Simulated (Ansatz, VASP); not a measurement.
Cu3Pt in VASP and in Ansatz

```
Cu Pt
1.0
     3.62950    0.00000    0.00000
     0.00000    3.62950    0.00000
     0.00000    0.00000    3.62950
Cu Pt
3 1
Direct
  0.00000 0.50000 0.50000
  0.50000 0.00000 0.50000
  0.50000 0.50000 0.00000
  0.00000 0.00000 0.00000
```

Alike in both runs: functional LDA; k mesh 12 × 12 × 12; occupations fermi-dirac, width 0.15 eV; no spin polarisation.

Ansatz relaxed the structure, and its values are those at the end. VASP's run is a single point on that final structure, the one shown.

|  | VASP | Ansatz |
| --- | --- | --- |
| version | VASP 6.6.1 | Ansatz 0.2.0 |
| potentials or method | VASP PAW LDA potentials, release 64 (Cu, Pt) | scalar-relativistic, plane waves, PAW |
| plane-wave cutoff (eV) | 520 | 420 |
| valence electrons in the cell | 43 | 75 |

```tsv
	VASP	Ansatz	Ansatz less VASP
gap on the k mesh at the Fermi level (eV)	none	none	-
pressure (GPa)	1.0	0.0	-1.01
```

A gap of «none» marks a metal or a gap that the smearing closes. The two sets of potentials don't hold the same shells in valence.

The runs have no spin-orbit coupling, so splittings on Pt are missing.
